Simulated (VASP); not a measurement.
# Be2Al5: equation of state with PBE

Crystal: Be2Al5.

```
Be Al
1.0
     6.41056    0.00000    0.00000
     0.00000    6.41056    0.00000
     0.00000    0.00000    2.68806
Be Al
2 5
Direct
  0.50000 0.00000 0.00000
  0.00000 0.50000 0.00000
  0.79066 0.79066 0.50000
  0.20934 0.20934 0.50000
  0.20934 0.79066 0.50000
  0.79066 0.20934 0.50000
  0.50000 0.50000 0.50000
```

The cell was built by a generator and needn't be a form met in nature.

| Item | Value |
| --- | --- |
| Program | VASP 6.6.1 |
| Task | equation of state |
| Functional | PBE |
| Potentials or basis | VASP PAW PBE potentials, release 64 (Be, Al) |
| Cutoff | 520 eV |
| k mesh | 4 × 4 × 10 |
| Occupations | fermi-dirac, width 0.05 eV |
| Spin | no spin polarisation |
| Further INCAR settings | ALGO = Normal; EDIFF = 1e-07; NBANDS = 18 |

| Property | Result |
| --- | --- |
| Equilibrium volume | 15.81 Å³/atom |
| Bulk modulus at fixed shape and positions | 74 GPa |
| Pressure derivative of the bulk modulus | 4.0 |

Energy against volume, from the lowest point:
```tsv
volume (Å³/atom)	energy (meV/atom)
14.834	15.50
15.150	6.87
15.465	1.81
15.781	0.00
16.097	1.13
16.412	4.92
16.728	11.11
```

All runs of the series together: 4.2 min on 1 thread of Intel(R) Xeon(R) 6975P-C (Granite Rapids), with other jobs on the host.

Caveat: the cell was scaled at fixed shape and fractional positions, which overstates the stiffness of a crystal with free parameters, most of all of layers and chains.
